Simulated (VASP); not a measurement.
A cell of Ni₃Si (L1_2) near equilibrium:

```yaml
crystal:
  lattice:
    - [3.45911, 0.00000, 0.00000]
    - [0.00000, 3.45911, 0.00000]
    - [0.00000, 0.00000, 3.45911]
  atoms:
    - { symbol: Si, position: [0.00000, 0.00000, 0.00000] }
    - { symbol: Ni, position: [0.00000, 0.50000, 0.50000] }
    - { symbol: Ni, position: [0.50000, 0.00000, 0.50000] }
    - { symbol: Ni, position: [0.50000, 0.50000, 0.00000] }
```

The numbers are results of PBEsol GGA, VASP's PBE PAW potentials (set 64) (plane waves; VASP 6.6.1), not measurements.

| run | ΔE (meV/atom) | σxx | σyy | σzz | largest shear component, with its sign (GPa) | largest force (eV/Å) |
|---|---|---|---|---|---|---|
| as it is | 0.0 | 0.49 | 0.49 | 0.49 | 0.00 | 0.000 |
| after one change | 4.3 | 6.21 | 4.32 | 6.21 | 0.00 | 0.000 |
Stress is in GPa, positive when the cell is compressed.

Task: Which change was made?
A) biaxial strain of -1.0 % in the xz plane
B) uniaxial strain of +2.0 % along y
C) atom 1 (Si) moved by 0.075 Å along z
D) biaxial strain of +3.0 % in the xy plane

Result: A, biaxial strain of -1.0 % in the xz plane

The compound is Ni3Si in the L1_2 structure. The run is not spin-polarised, so no magnetic state was tried.
